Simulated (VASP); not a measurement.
Data:

```
CELL_PARAMETERS angstrom
      0.00000     3.10313     3.10313
      3.10313     0.00000     3.10313
      3.10313     3.10313     0.00000
ATOMIC_POSITIONS crystal
  Te 0.50000 0.50000 0.50000
  Pb 0.00000 0.00000 0.00000
```

Method: LDA (Ceperley-Alder, Perdew-Zunger), VASP's LDA PAW potentials (set 64) (plane waves; VASP). Settings: 500 eV cut-off, 7×7×7 Γ-centred mesh, Gaussian smearing of 0.050 eV, potentials Te Pb_d.

Problem. What does the run give for the energy per atom (σ→0), pressure?

Solution. 
```json
{
  "energy per atom (σ→0)": "-4.350 eV/atom",
  "pressure": "4.94 GPa"
}
```

Total energies compare only between runs with the same potentials, cut-off and functional.

The compound is PbTe in the rock salt structure. It was relaxed first under an external pressure of 5 GPa.
